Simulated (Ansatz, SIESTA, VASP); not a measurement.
CdPPd5 (P4/mmm, 7 atoms in the cell) computed with different codes at matched settings

Self-consistent single point.

```
CdPPd5
1.0
    3.89942     0.00000     0.00000
    0.00000     3.89942     0.00000
    0.00000     0.00000     6.93431
Cd P Pd
1 1 5
Direct
  0.50000   0.50000   0.00000
  0.00000   0.00000   0.50000
  0.00000   0.00000   0.00000
  0.50000   0.00000   0.69928
  0.50000   0.00000   0.30072
  0.00000   0.50000   0.69928
  0.00000   0.50000   0.30072
```

Shared settings, as Ansatz (a program for electronic structure) writes them: kpoints.mp_grid.grid = 7 7 4; magnetization.spin_orbit = true; scf.occupations.method = fermi_dirac; scf.occupations.width = 0.1 eV. Potentials and cutoffs stand in the table.

| code | model | pressure (GPa) | largest force (eV/Å) | cutoff |
|---|---|---|---|---|
| VASP | PBEsol, spin-orbit coupling, VASP's PBE PAW potentials (set 64) | 0.95 | 0.030 | 300 eV |
| SIESTA | GGA PBEsol with spin-orbit coupling, numerical atomic orbitals DZP, PseudoDojo PBEsol fully relativistic norm-conserving potentials (rewritten from UPF to PSML) | – | 0.307 | grid 400 Ry |
| Ansatz | PBEsol with spin-orbit coupling, PAW files made with PBE | 0.63 | 0.044 | default |

A dash marks a value that a program does not give, or that is left out as unsure.

The spread over the programs that give each value: pressure within 0.32 GPa; largest force within 0.277 eV/Å.

SIESTA uses small atom-centred bases, whose incompleteness enters pressures, forces and empty levels differently from a plane-wave cutoff. Ansatz's pressure is given at a fixed set of plane waves, as the other plane-wave codes print theirs; with its correction for the finite basis it is 0.75 GPa. In the force vectors, SIESTA (by 0.271) lies more than 0.08 eV/Å from the median of the plane-wave programs.

VASP's run is marked for a possible Pulay error in its stress at this cutoff; no cutoff test was made.

The starting cell comes from a database of computed structures (which also holds hypothetical and non-ambient phases and stackings), without a prior relaxation at this level. Its lattice was rescaled by a random factor within 2.5 % of one.

Keys are those of Ansatz 0.2.
